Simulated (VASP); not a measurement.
Data:

```xyz
3
Lattice="1.9050 -3.2996 0.0000 1.9050 3.2996 0.0000 0.0000 0.0000 6.1400" Properties=species:S:1:pos:R:3 pbc="T T T"
Sn     0.0000     0.0000     0.0000
Se     1.9050     1.0999     1.5350
Se     1.9050    -1.0999     4.6050
```

Method: PBE GGA, VASP's PBE PAW potentials (set 64) (plane waves; VASP). Numerical set-up: 400 eV cut-off, 6×6×4 Γ-centred mesh, Gaussian smearing of 0.050 eV, potentials Sn_d Se.

Task: Give the force on each atom (eV/Å).

Result: 
```tsv
atom	Fx	Fy	Fz
Sn1	0.000	0.000	0.000
Se2	0.000	0.000	0.724
Se3	0.000	0.000	-0.724
```

Task: Give the stress tensor in GPa (positive for a compressed cell).

Result: 
```
4.98  0.00  0.00
0.00  4.98  0.00
0.00  0.00  6.12
```
The pressure is its mean diagonal, 5.36 GPa.

The compound is SnSe2 in the 1T layered structure. The cell was not relaxed at this level.
